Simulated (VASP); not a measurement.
```
BP
1.0
    0.00000     2.23932     2.23932
    2.23932     0.00000     2.23932
    2.23932     2.23932     0.00000
B P
1 1
Direct
  0.00000   0.00000   0.00000
  0.25000   0.25000   0.25000
```

The numbers are results of PBE GGA, VASP's PBE PAW potentials (set 64) (plane waves; VASP), not measurements. Numerical set-up: PREC = Normal, 500 eV cut-off, 6×6×6 Γ-centred mesh, Gaussian smearing of 0.010 eV, potentials B_GW P_GW.

Problem. Estimate the energy per atom (σ→0), pressure, band gap (on the k-mesh) with the smallest direct gap where there is one.

Solution. 
```json
{
  "band gap (on the k-mesh)": "1.25 eV",
  "smallest direct gap (on the k-mesh)": "3.46 eV",
  "energy per atom (σ→0)": "-6.437 eV/atom",
  "pressure": "8.36 GPa"
}
```

The compound is BP in the zinc blende structure. This cell is one point of a volume scan, at 0.96 of the reference volume.
